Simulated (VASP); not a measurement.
A VASP calculation is set up with these files.

**KPOINTS**
```
K-points
0
gamma
 13 13 8
0 0 0
```

### POSCAR
```
Y
1.0
  1.8025271163  -3.1220688133   0.0000000000
  1.8025271163   3.1220688133   0.0000000000
  0.0000000000   0.0000000000   5.5518075165
Y
2
Cartesian
  1.8025271163   1.0406916858   1.3879518791
  1.8025271163  -1.0406916858   4.1638556374
```

### INCAR
```
# general
SYSTEM   = Y
PREC     = Accurate
ENCUT    = 520
LREAL    = F   # projection in real space or not
LASPH    = T

# electronic loop
EDIFF    = 1E-7   # SCF stop (eV)
NELM     = 100
ALGO     = Normal
LMAXMIX  = 4   # l cut-off of mixed one-centre charges

# smearing
ISMEAR   = -5   # tetrahedra, Bloechl

# functional
GGA      = CX
LUSE_VDW = T
AGGAC    = 0.0

# ions
ISIF     = 2

# output
LWAVE    = F
LCHARG   = T
LORBIT   = 11
NEDOS    = 601   # DOS grid
```

POTCAR, in this order: Y_sv (PBE.64 set). Program: vasp_std.

Task: Translate this vdW-DF-cx calculation to Quantum ESPRESSO's pw.x.

Result: One equivalent input (not run):
```
&CONTROL
  calculation = 'scf'
  pseudo_dir = './pseudo'
  outdir = './out'
  tprnfor = .true.
  tstress = .true.
/
&SYSTEM
  ibrav = 0
  nat = 2
  ntyp = 1
  ecutwfc = 72
  occupations = 'tetrahedra'
  input_dft = 'vdw-df-cx'
/
&ELECTRONS
  conv_thr = 7.3e-09
  electron_maxstep = 100
/
ATOMIC_SPECIES
  Y 88.906 Y.upf
CELL_PARAMETERS angstrom
     1.8025271   -3.1220688   -0.0000000
     1.8025271    3.1220688    0.0000000
     0.0000000   -0.0000000    5.5518075
ATOMIC_POSITIONS crystal
  Y    0.3333330  0.6666670  0.2500000
  Y    0.6666670  0.3333330  0.7500000
K_POINTS automatic
  13 13 8 0 0 0
```
The two are equivalent in intent, not identical: the potentials are each code's own (VASP's PAW set, PseudoDojo norm-conserving files in pw.x), so ENCUT and ecutwfc are chosen apart and not converted; conv_thr bounds pw.x's estimated SCF error, while EDIFF bounds the energy change between steps.

The compound is Y in the hcp structure. It was relaxed first, which changed the volume by -5 %.
